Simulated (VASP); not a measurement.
Given:

```yaml
crystal:
  lattice:
    - [3.65130, -1.90916, -0.02659]
    - [3.65130, 1.90916, -0.02659]
    - [2.67606, 0.00000, 3.13309]
  atoms:
    - { symbol: As, position: [0.22878, 0.22878, 0.22878] }
    - { symbol: As, position: [0.77122, 0.77122, 0.77122] }
```

The numbers are results of rev-vdW-DF2, VASP's PBE PAW potentials (set 64) (plane waves; VASP), not measurements. Settings: 520 eV cut-off, 10×10×10 Γ-centred mesh, first-order Methfessel-Paxton smearing of 0.10 eV, potentials As.

Problem. Estimate the energy per atom (σ→0), band gap (on the k-mesh) with the smallest direct gap where there is one.

Solution. 
```yaml
band gap (on the k-mesh): none (metal, semimetal or under 0.01 eV)
energy per atom (σ→0): -3.384 eV/atom
```

The absolute energy has meaning only against runs of the same code, potentials and settings.

The compound is As in the a7 structure. It was relaxed first. The start is the result of an earlier pass.
